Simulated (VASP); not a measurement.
Given:

```xyz
64
Lattice="8.4870 0.0000 0.0000 0.0000 8.4870 0.0000 0.0000 0.0000 8.4870" Properties=species:S:1:pos:R:3 pbc="T T T"
Mg     4.2437     8.4854     0.0036
Mg     6.3607     2.1264     0.0048
Mg     6.3598     8.4855     2.1300
Mg     0.0004     8.4866     0.0027
Mg     2.1273     2.1262     0.0041
Mg     4.2439     4.2425     0.0041
Mg     6.3599     6.3587     0.0037
Mg     2.1267     8.4857     2.1299
Mg     4.2432     2.1472     2.1528
Mg     6.3377     4.2428     2.1533
Mg     4.2441     8.4858     4.2465
Mg     6.3395     2.1471     4.2480
Mg     6.3611     8.4862     6.3626
Mg     0.0004     4.2432     0.0041
Mg     2.1275     6.3586     0.0038
Mg     8.4868     2.1267     2.1307
Mg     2.1486     4.2414     2.1528
Mg     4.2433     6.3362     2.1535
Mg     0.0007     8.4862     4.2456
Mg     2.1487     2.1468     4.2477
Mg     6.3392     6.3368     4.2477
Mg     2.1286     8.4858     6.3627
Mg     4.2447     2.1465     6.3442
Mg     6.3403     4.2421     6.3435
Mg     8.4869     6.3588     2.1300
Mg     0.0009     4.2425     4.2469
Mg     2.1490     6.3370     4.2466
Mg     0.0014     2.1269     6.3633
Mg     2.1485     4.2423     6.3433
Mg     4.2450     6.3369     6.3420
Mg     0.0012     6.3595     6.3633
O      6.3657     2.1206     2.1255
O      0.0002     4.2426     2.1164
O      0.0005     2.1117     4.2467
O      2.1211     2.1199     2.1252
O      4.2434     4.2415     2.0715
O      6.3656     6.3644     2.1252
O      8.4870     8.4863     2.1210
O      4.2437     2.0668     4.2482
O      6.4204     4.2421     4.2488
O      0.0007     6.3736     4.2466
O      6.3671     2.1205     6.3697
O      0.0011     4.2433     6.3784
O      0.0008     2.1182     0.0040
O      2.1212     6.3640     2.1246
O      4.2433     8.4857     2.1159
O      2.0684     4.2416     4.2481
O      4.2442     6.4182     4.2478
O      6.3750     8.4863     4.2464
O      2.1219     2.1205     6.3694
O      4.2445     4.2419     6.4238
O      6.3666     6.3644     6.3693
O      0.0013     8.4862     6.3713
O      4.2438     2.1113     0.0039
O      6.3749     4.2427     0.0044
O      0.0001     6.3680     0.0034
O      2.1131     8.4855     4.2461
O      2.1225     6.3646     6.3690
O      4.2447     8.4864     6.3776
O      2.1129     4.2422     0.0038
O      4.2438     6.3732     0.0038
O      6.3694     8.4857     0.0032
O      2.1184     8.4861     0.0032
Li     4.2410     4.2368     4.2558
```

Calculation: HSE06 screened hybrid, VASP's PBE PAW potentials (set 64) (plane waves; VASP). Numerical set-up: PREC = Normal, LREAL = Auto, ISYM = 0, EDIFF = 1E-5, 400 eV cut-off, 1×1×1 Γ-centred mesh, Gaussian smearing of 0.050 eV, potentials Mg O Li. Starting moments (MAGMOM): 64*0.0156. The cell's moment is fixed (NUPDOWN = 1).

The supercell is sampled at Γ alone, which is coarse: total energies, pressure and levels can be off, energies of defects by several tenths of an eV.

Question: What does the run give for the cell moment, energy per atom (σ→0)?

Answer: 
```json
{
  "cell_moment": "1.00 μB",
  "energy per atom (σ→0)": "-7.068 eV/atom"
}
```

Question: Give the moment on each site (PAW-sphere projection).

Answer: 
```tsv
site	moment (μB)
Mg1	0.00
Mg2	0.00
Mg3	0.00
Mg4	0.00
Mg5	0.00
Mg6	0.00
Mg7	0.00
Mg8	0.00
Mg9	0.00
Mg10	0.00
Mg11	0.00
Mg12	0.00
Mg13	0.00
Mg14	0.00
Mg15	0.00
Mg16	0.00
Mg17	0.00
Mg18	0.00
Mg19	0.00
Mg20	0.00
Mg21	0.00
Mg22	0.00
Mg23	0.00
Mg24	0.00
Mg25	0.00
Mg26	0.00
Mg27	0.00
Mg28	0.00
Mg29	0.00
Mg30	0.00
Mg31	0.00
O32	0.02
O33	0.04
O34	0.03
O35	0.03
O36	0.05
O37	0.03
O38	0.02
O39	0.04
O40	0.05
O41	0.03
O42	0.03
O43	0.04
O44	0.02
O45	0.03
O46	0.03
O47	0.05
O48	0.04
O49	0.03
O50	0.03
O51	0.05
O52	0.03
O53	0.02
O54	0.03
O55	0.04
O56	0.02
O57	0.03
O58	0.02
O59	0.03
O60	0.03
O61	0.03
O62	0.02
O63	0.02
Li64	0.00
```

The cell is a supercell with a defect, built from MgO (rock salt): Li_Mg. The cell's shape comes from a PBE relaxation.
